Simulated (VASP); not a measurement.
# BaTiO3: excitons from the Bethe-Salpeter equation, part 2 of 4

What does the electron-hole attraction do to the spectrum of BaTiO3? The cell has space group R3m. The start is a cell from a database of measured crystal structures.

VASP 6.6.1, plane waves and PAW; the level of theory is named at each step.

So far. Step 2 (Ground state): The cell has a gap of 2.79 eV on mesh and path. Spin-orbit coupling is left out, which can shift or reorder these edges. Forces of up to 0.14 eV/Å remain in these settings.

**3. Empty bands**

Level of this step: r2SCAN, no spin polarisation; plane waves and PAW (Ba_sv_GW, Ti_sv_GW, O_GW) (VASP).

The next step needs empty bands that the ground-state run didn't converge, so the Hamiltonian is diagonalised exactly for NBANDS bands, in a single step. LOPTICS writes the k-derivatives of the orbitals (WAVEDER), which give the long-wavelength limit of the screening.

Contents of INCAR:

```
SYSTEM = BaTiO3
PREC = Accurate
ENCUT = 440
ISMEAR = 0
SIGMA = 0.01
LREAL = .FALSE.
METAGGA = R2SCAN
LASPH = .TRUE.
NBANDS = 152
ALGO = Exact
NELM = 1
LWAVE = .TRUE.
LCHARG = .FALSE.
LOPTICS = .TRUE.
NEDOS = 1000
CSHIFT = 0.1
```

Contents of POSCAR:

```
BaTiO3
1.0
    2.8273666084      1.6323808724      2.3183934932
   -2.8273666084      1.6323808724      2.3183934932
    0.0000000000     -3.2647617449      2.3183934932
Ba Ti O
1 1 3
Direct
    0.0000000000      0.0000000000      0.0000000000
    0.4845000000      0.4845000000      0.4845000000
    0.5086000000      0.5086000000      0.0175000000
    0.0175000000      0.5086000000      0.5086000000
    0.5086000000      0.0175000000      0.5086000000
```

Contents of KPOINTS:

```
Automatic mesh
0
Gamma
6 6 6
0 0 0
```

PAW data sets: Ba_sv_GW, Ti_sv_GW and O_GW (PBE family, release 64).

Command:

```
$ mpirun -np 8 vasp_std
```

Log:

```text
[banner, memory and clock lines left out]
running    8 mpi-ranks, on    1 nodes
 distrk:  each k-point on    8 cores,    1 groups
 distr:  one band on    1 cores,    8 groups

 POSCAR found type information on POSCAR BaTiO
 POSCAR found :  3 types and       5 ions
 [... a notice as in an earlier step ...]

 [... a notice as in an earlier step ...]

 LDA part: xc-table for (None), standard interpolation
 found WAVECAR, reading the header
  number of bands has changed, file:    26 present:   152
  trying to continue reading WAVECAR, but it might fail
 POSCAR, INCAR and KPOINTS ok, starting setup
 FFT: planning ... GRIDC
 FFT: planning ... GRID_SOFT
 FFT: planning ... GRID
 reading WAVECAR
 random initialization beyond band           26
 the WAVECAR file was read successfully
 initial charge from wavefunction
 entering main loop
       N       E                     dE             d eps       ncg     rms          rms(c)
DIA:   1    -0.780746997477E+02   -0.78075E+02    0.00000E+00     0   0.000E+00
   1 F= -.78074700E+02 E0= -.78074700E+02  d E =-.177161E-23
 writing wavefunctions
 optical routines
 imaginary and real dielectric function
 direction            1
 direction            2
 direction            3
```

Elapsed: 29 s, on 8 MPI ranks of Intel Xeon 6975P-C (Granite Rapids), shared host; peak memory 2.7 GiB; 3.7 min of CPU time.

OUTCAR, selected parts (step 3):

```text
The static configuration has the point symmetry C_3v.

 Found     32 irreducible k-points:

   k-points           NKPTS =     32   k-points in BZ     NKDIM =     32   number of bands    NBANDS=    152

   NELECT =      40.0000    total number of electrons

 E-fermi :   5.0880

 k-point     1 :       0.0000    0.0000    0.0000
  band No.  band energies     occupation
    ...
     16       3.6774      2.00000
     17       3.9066      2.00000
     18       4.5326      2.00000
     19       4.6464      2.00000
     20       4.6464      2.00000
     21       7.8141      0.00000
     22       7.8141      0.00000
     23       7.9507      0.00000
     24       9.8798      0.00000
     25       9.8798      0.00000
    ...

 k-point     2 :       0.1667    0.0000   -0.0000
  band No.  band energies     occupation
    ...
     16       3.4518      2.00000
     17       3.7551      2.00000
     18       4.1137      2.00000
     19       4.5230      2.00000
     20       4.5564      2.00000
     21       7.8582      0.00000
     22       8.1704      0.00000
     23       8.2045      0.00000
     24       9.8769      0.00000
     25      10.5220      0.00000
    ...

  Total       -0.5218344     -0.5218344     -0.5334406      0.0000000      0.0000000     -0.0000000
  in kB      -13.0227061    -13.0227061    -13.3123473      0.0000000      0.0000000     -0.0000000
  external PRESSURE =     -13.1192532 kB  Pullay stress =       0.0000000 kB

 POSITION                                       TOTAL-FORCE (eV/Angst)
 -----------------------------------------------------------------------------------
      0.00000      0.00000      0.00000        -0.000000      0.000000     -0.135677
      0.00000     -0.00000      3.36978        -0.000000     -0.000000      0.094372
      0.00000      1.60332      2.39884        -0.000000      0.030610      0.013768
     -1.38852     -0.80166      2.39884        -0.026509     -0.015305      0.013768
      1.38852     -0.80166      2.39884         0.026509     -0.015305      0.013768
 -----------------------------------------------------------------------------------
    total drift:                               -0.000000     -0.000001      0.000782

  FREE ENERGIE OF THE ION-ELECTRON SYSTEM (eV)
  ---------------------------------------------------
  free  energy   TOTEN  =       -78.0746997477 eV

  energy  without entropy=      -78.0746997477  energy(sigma->0) =      -78.07469975

 plasma frequency squared (from intraband transitions) (eV^2)
  --------------------------------------------------------------------------------------
       0.000       0.000       0.000
       0.000       0.000      -0.000
       0.000      -0.000       0.000

[... 7 parts as in an earlier step ...]

[... 5 further parts left out ...]
```

The gap is read on the k-mesh alone, so it is an upper bound where the band edges lie off the mesh.

This step gave:

```yaml
gap_on_the_k_mesh: 2.792 eV
least_direct_gap_on_the_k_mesh: 3.168 eV
```

WAVECAR now holds 152 bands for 40 electrons. Its independent-particle dielectric tensor has xx, yy, zz = 5.6, 5.6, 5.3 on this mesh, which isn't tested for convergence in mesh or bands and lacks local fields.

**4. G0W0**

This step: G0W0 on r2SCAN, no spin polarisation; plane waves and PAW (Ba_sv_GW, Ti_sv_GW, O_GW) (VASP 6.6.1).

One pass of GW corrects the levels to first order, with G and W from the starting orbitals. LWAVE keeps the quasiparticle levels in WAVECAR, and the W files hold the screened interaction for the next step.

Contents of INCAR:

```
SYSTEM = BaTiO3
PREC = Accurate
ENCUT = 440
ISMEAR = 0
SIGMA = 0.01
LREAL = .FALSE.
METAGGA = R2SCAN
LASPH = .TRUE.
NBANDS = 152
ALGO = EVGW0
NELMGW = 1
ENCUTGW = 100
NOMEGA = 48
PRECFOCK = Fast
NBANDSGW = 32
LWAVE = .TRUE.
LCHARG = .FALSE.
```

POSCAR is that of step 3.

KPOINTS is that of step 3.

Command:

```
$ mpirun -np 8 vasp_std
```

Log:

```text
[banner, memory and clock lines left out]
running    8 mpi-ranks, on    1 nodes
 distrk:  each k-point on    8 cores,    1 groups
 distr:  one band on    1 cores,    8 groups

 POSCAR found type information on POSCAR BaTiO
 POSCAR found :  3 types and       5 ions
 [... a notice as in an earlier step ...]

 [... a notice as in an earlier step ...]

|                                                                             |
|           W    W    AA    RRRRR   N    N  II  N    N   GGGG   !!!           |
|           W    W   A  A   R    R  NN   N  II  NN   N  G    G  !!!           |
|           W    W  A    A  R    R  N N  N  II  N N  N  G       !!!           |
|           W WW W  AAAAAA  RRRRR   N  N N  II  N  N N  G  GGG   !            |
|           WW  WW  A    A  R   R   N   NN  II  N   NN  G    G                |
|           W    W  A    A  R    R  N    N  II  N    N   GGGG   !!!           |
|                                                                             |
|     The default for ENCUTGWSOFT is different in this version of VASP.       |
|     please manually set ENCUTGWSOFT =100 in the INCAR file.                 |
|                                                                             |

 LDA part: xc-table for (None), standard interpolation
 found WAVECAR, reading the header
 POSCAR, INCAR and KPOINTS ok, starting setup
 FFT: planning ... GRIDC
 FFT: planning ... GRID_SOFT
 FFT: planning ... GRID
 reading WAVECAR
 the WAVECAR file was read successfully
 initial charge from wavefunction
 available memory per node:     65.41 GB, setting MAXMEM to     66981

 The Fermi energy was updated, please check that it is located mid-gap
 values below the HOMO (VB) or above the LUMO (CB) will cause erroneous energies
 E-fermi :   6.4178

 calculate exact exchange contribution
 the WAVEDER file was read successfully
energies w=
    0.000    0.000    1.164    0.000    2.323    0.000    3.473    0.000
    4.610    0.000    5.730    0.000    6.832    0.000    7.914    0.000
    8.975    0.000   10.018    0.000   11.041    0.000   12.048    0.000
   13.040    0.000   14.021    0.000   14.993    0.000   15.960    0.000
   16.925    0.000   17.893    0.000   18.867    0.000   19.853    0.000
   20.855    0.000   21.879    0.000   22.931    0.000   24.018    0.000
   25.147    0.000   26.328    0.000   27.571    0.000   28.887    0.000
   30.291    0.000   31.801    0.000   33.436    0.000   35.222    0.000
   37.191    0.000   39.383    0.000   41.850    0.000   44.657    0.000
   47.894    0.000   51.679    0.000   56.180    0.000   61.631    0.000
   68.383    0.000   76.973    0.000   88.273    0.000  103.798    0.000
  126.423    0.000  162.371    0.000  228.064    0.000  385.582    0.000
 responsefunction array rank=     152
 LDA part: xc-table for (None), standard interpolation

 min. memory requirement per mpi rank    583.8 MB, per node   4670.7 MB

 allocating   6 responsefunctions rank=   152
 shmem allocating  48 responsefunctions rank=   152
 response function shared by NCSHMEM nodes    1
 Doing            6  frequencies on each core in blocks of           48
NQ=   1    0.0000    0.0000    0.0000,
|.........|.........|.........|.........|.........|.........|.........|.........
 performed       1451000 updates of chi_q(r,r)
 total number of BLAS operations        250.97 Gflops
NQ=   2    0.1667    0.0000   -0.0000,
|.........|.........|.........|.........|.........|.........|.........|.........
 performed       3982000 updates of chi_q(r,r)
 total number of BLAS operations        700.60 Gflops
NQ=   3    0.3333    0.0000    0.0000,
|.........|.........|.........|.........|.........|.........|.........|.........
 performed       6513000 updates of chi_q(r,r)
 total number of BLAS operations       1156.29 Gflops
NQ=   4    0.5000    0.0000    0.0000,
|.........|.........|.........|.........|.........|.........|.........|.........
 performed       8441000 updates of chi_q(r,r)
 total number of BLAS operations       1503.41 Gflops
NQ=   5    0.1667    0.1667   -0.0000,
|.........|.........|.........|.........|.........|.........|.........|.........
 performed      10972000 updates of chi_q(r,r)
 total number of BLAS operations       1953.04 Gflops
NQ=   6    0.3333    0.1667    0.0000,
|.........|.........|.........|.........|.........|.........|.........|.........
 performed      14213000 updates of chi_q(r,r)
 total number of BLAS operations       2490.80 Gflops
NQ=   7    0.5000    0.1667   -0.0000,
|.........|.........|.........|.........|.........|.........|.........|.........
 performed      17454000 updates of chi_q(r,r)
 total number of BLAS operations       3043.61 Gflops
NQ=   8   -0.3333    0.1667    0.0000,
|.........|.........|.........|.........|.........|.........|.........|.........
 performed      20695000 updates of chi_q(r,r)
 total number of BLAS operations       3581.37 Gflops
NQ=   9   -0.1667    0.1667    0.0000,
|.........|.........|.........|.........|.........|.........|.........|.........
 performed      23353000 updates of chi_q(r,r)
 total number of BLAS operations       4053.46 Gflops
NQ=  10    0.3333    0.3333    0.0000,
|.........|.........|.........|.........|.........|.........|.........|.........
 performed      25884000 updates of chi_q(r,r)
 total number of BLAS operations       4450.41 Gflops
NQ=  11    0.5000    0.3333    0.0000,
|.........|.........|.........|.........|.........|.........|.........|.........
 performed      29125000 updates of chi_q(r,r)
 total number of BLAS operations       4995.67 Gflops
NQ=  12   -0.3333    0.3333    0.0000,
|.........|.........|.........|.........|.........|.........|.........|.........
 performed      31783000 updates of chi_q(r,r)
 total number of BLAS operations       5412.45 Gflops
NQ=  13    0.5000    0.5000    0.0000,
|.........|.........|.........|.........|.........|.........|.........|.........
 performed      33711000 updates of chi_q(r,r)
 total number of BLAS operations       5768.89 Gflops
NQ=  14    0.1667    0.1667    0.1667,
|.........|.........|.........|.........|.........|.........|.........|.........
 performed      35396000 updates of chi_q(r,r)
 total number of BLAS operations       6040.74 Gflops
NQ=  15    0.3333    0.1667    0.1667,
|.........|.........|.........|.........|.........|.........|.........|.........
 performed      37927000 updates of chi_q(r,r)
 total number of BLAS operations       6460.70 Gflops
NQ=  16    0.5000    0.1667    0.1667,
|.........|.........|.........|.........|.........|.........|.........|.........
 performed      40458000 updates of chi_q(r,r)
 total number of BLAS operations       6880.66 Gflops
NQ=  17   -0.3333    0.1667    0.1667,
|.........|.........|.........|.........|.........|.........|.........|.........
 performed      42989000 updates of chi_q(r,r)
 total number of BLAS operations       7300.62 Gflops
NQ=  18   -0.1667    0.1667    0.1667,
|.........|.........|.........|.........|.........|.........|.........|.........
 performed      45520000 updates of chi_q(r,r)
 total number of BLAS operations       7709.00 Gflops
NQ=  19    0.3333    0.3333    0.1667,
|.........|.........|.........|.........|.........|.........|.........|.........
 performed      48051000 updates of chi_q(r,r)
 total number of BLAS operations       8158.63 Gflops
NQ=  20    0.5000    0.3333    0.1667,
|.........|.........|.........|.........|.........|.........|.........|.........
 performed      51292000 updates of chi_q(r,r)
 total number of BLAS operations       8696.39 Gflops
NQ=  21   -0.3333    0.3333    0.1667,
|.........|.........|.........|.........|.........|.........|.........|.........
 performed      54533000 updates of chi_q(r,r)
 total number of BLAS operations       9272.15 Gflops
NQ=  22   -0.1667    0.3333    0.1667,
|.........|.........|.........|.........|.........|.........|.........|.........
 performed      57774000 updates of chi_q(r,r)
 total number of BLAS operations       9809.91 Gflops
NQ=  23    0.5000    0.5000    0.1667,
|.........|.........|.........|.........|.........|.........|.........|.........
 performed      60305000 updates of chi_q(r,r)
 total number of BLAS operations      10277.83 Gflops
NQ=  24   -0.3333    0.5000    0.1667,
|.........|.........|.........|.........|.........|.........|.........|.........
 performed      63546000 updates of chi_q(r,r)
 total number of BLAS operations      10815.59 Gflops
NQ=  25   -0.1667    0.5000    0.1667,
|.........|.........|.........|.........|.........|.........|.........|.........
 performed      66320000 updates of chi_q(r,r)
 total number of BLAS operations      11275.89 Gflops
NQ=  26   -0.3333   -0.3333    0.1667,
|.........|.........|.........|.........|.........|.........|.........|.........
 performed      68851000 updates of chi_q(r,r)
 total number of BLAS operations      11725.52 Gflops
NQ=  27    0.3333    0.3333    0.3333,
|.........|.........|.........|.........|.........|.........|.........|.........
 performed      70536000 updates of chi_q(r,r)
 total number of BLAS operations      12008.98 Gflops
NQ=  28    0.5000    0.3333    0.3333,
|.........|.........|.........|.........|.........|.........|.........|.........
 performed      73067000 updates of chi_q(r,r)
 total number of BLAS operations      12440.69 Gflops
NQ=  29   -0.3333    0.3333    0.3333,
|.........|.........|.........|.........|.........|.........|.........|.........
 performed      75598000 updates of chi_q(r,r)
 total number of BLAS operations      12872.39 Gflops
NQ=  30    0.5000    0.5000    0.3333,
|.........|.........|.........|.........|.........|.........|.........|.........
 performed      78129000 updates of chi_q(r,r)
 total number of BLAS operations      13316.01 Gflops
NQ=  31   -0.3333    0.5000    0.3333,
|.........|.........|.........|.........|.........|.........|.........|.........
 performed      80903000 updates of chi_q(r,r)
 total number of BLAS operations      13789.19 Gflops
NQ=  32    0.5000    0.5000    0.5000,
|.........|.........|.........|.........|.........|.........|.........|.........
 performed      82354000 updates of chi_q(r,r)
 total number of BLAS operations      14004.00 Gflops
 resolving degeneracies of screened two electron integrals

 calculate QP shifts <psi_nk| G(iteration)W_0 |psi_nk>: iteration 1
 writing wavefunctions
 entering main loop
```

Run time: 12 min. Hardware: 8 MPI ranks; peak memory 4.1 GiB; 1.6 h of CPU time.

Parts of OUTCAR (step 4):

```text
The static configuration has the point symmetry C_3v.

 Found     32 irreducible k-points:

   k-points           NKPTS =     32   k-points in BZ     NKDIM =    216   number of bands    NBANDS=    152

   NELECT =      40.0000    total number of electrons

 E-fermi :   6.4178

 QP shifts <psi_nk| G(iteration)W_0 |psi_nk>: iteration 1
 for sc-GW calculations column KS-energies equals QP-energies in previous step
 and V_xc(KS)=  KS-energies - (<T + V_ion + V_H > + <T+V_H+V_ion>^1  + <V_x>^1)
 k-point   1 :       0.0000    0.0000    0.0000
  band No.  KS-energies  QP-energies   sigma(KS)   V_xc(KS)     V^pw_x(r,r')   Z            occupation Imag(sigma)
    ...
     17       3.9066       3.7868     -19.1841     -19.0219     -23.8667       0.7381       2.0000       0.4134
     18       4.5326       4.5330     -19.9551     -19.9556     -23.9336       0.7491       2.0000       0.3272
     19       4.6464       4.6732     -20.2904     -20.3260     -24.5197       0.7512       2.0000       0.3335
     20       4.6464       4.6732     -20.2904     -20.3260     -24.5197       0.7512       2.0000       0.3335
     21       7.8141       9.2580     -16.3295     -18.2488     -11.0292       0.7523       0.0000      -0.3474
     22       7.8141       9.2580     -16.3295     -18.2488     -11.0292       0.7523       0.0000      -0.3474
     23       7.9507       9.3865     -16.5637     -18.4819     -11.4164       0.7485       0.0000      -0.3461
     24       9.8798      11.7025     -18.7522     -21.2124     -13.3679       0.7409       0.0000      -0.3740
    ...

 k-point   2 :       0.1667    0.0000   -0.0000
  band No.  KS-energies  QP-energies   sigma(KS)   V_xc(KS)     V^pw_x(r,r')   Z            occupation Imag(sigma)
    ...
     17       3.7551       3.6095     -18.8625     -18.6653     -23.4769       0.7383       2.0000       0.4203
     18       4.1137       4.0454     -19.6482     -19.5565     -23.9455       0.7447       2.0000       0.3714
     19       4.5230       4.5394     -20.2461     -20.2679     -24.5161       0.7499       2.0000       0.3394
     20       4.5564       4.5592     -20.0610     -20.0648     -24.2464       0.7501       2.0000       0.3349
     21       7.8582       9.3043     -16.4403     -18.3693     -11.1409       0.7496       0.0000      -0.3496
     22       8.1704       9.6555     -16.8557     -18.8606     -11.4764       0.7408       0.0000      -0.3687
     23       8.2045       9.6858     -16.8112     -18.8106     -11.4502       0.7409       0.0000      -0.3689
     24       9.8769      11.6996     -18.7452     -21.2045     -13.3522       0.7411       0.0000      -0.3748
    ...

 k-point   3 :       0.3333    0.0000    0.0000
  band No.  KS-energies  QP-energies   sigma(KS)   V_xc(KS)     V^pw_x(r,r')   Z            occupation Imag(sigma)
    ...
     17       3.4764       3.2875     -18.4160     -18.1612     -22.8889       0.7414       2.0000       0.4306
     18       3.5887       3.4164     -18.8902     -18.6576     -23.4532       0.7413       2.0000       0.4281
     19       4.2257       4.2037     -19.9511     -19.9218     -24.1216       0.7491       2.0000       0.3445
     20       4.2947       4.2915     -20.2336     -20.2293     -24.6152       0.7491       2.0000       0.3513
     21       7.9277       9.3981     -16.6021     -18.5707     -11.2093       0.7469       0.0000      -0.3595
     22       8.8320      10.4054     -17.6684     -19.8249     -12.0182       0.7296       0.0000      -0.4269
     23       8.9333      10.5141     -17.6851     -19.8538     -12.0272       0.7289       0.0000      -0.4316
     24       9.8642      11.6855     -18.7283     -21.1847     -13.3197       0.7415       0.0000      -0.3763
    ...

[... 7 parts as in an earlier step ...]

[... 5 further parts left out ...]
```

Numbers from this step:

| Item | Value |
| --- | --- |
| quasiparticle gap on the mesh | 4.238 eV |
| smallest direct quasiparticle gap on the mesh | 4.585 eV |
| gap of the starting orbitals on the mesh | 2.792 eV |

GW takes the gap from 2.792 to 4.238 eV. Spin-orbit coupling is left out. The value holds for 152 bands, ENCUTGW = 100 eV and this mesh, and isn't shown to be converged in them.

[end of part 2 of 4]

[Lines on the potential files, build, host, timing and source positions are cut from VASP's logs without a mark.]

[Logs are printed without paths, hosts, clocks, repeated set-up lines and the standing remarks that a program may print on its own settings, such as how far it seeks lower states.]

[Hosts, paths, dates, database ids (printed as entryN), source tags and the programs' standing remarks are cut or masked in the printed files.]

[Pressures printed for these runs are not shown converged in the cutoff: they can be off by several GPa and have the wrong sign.]
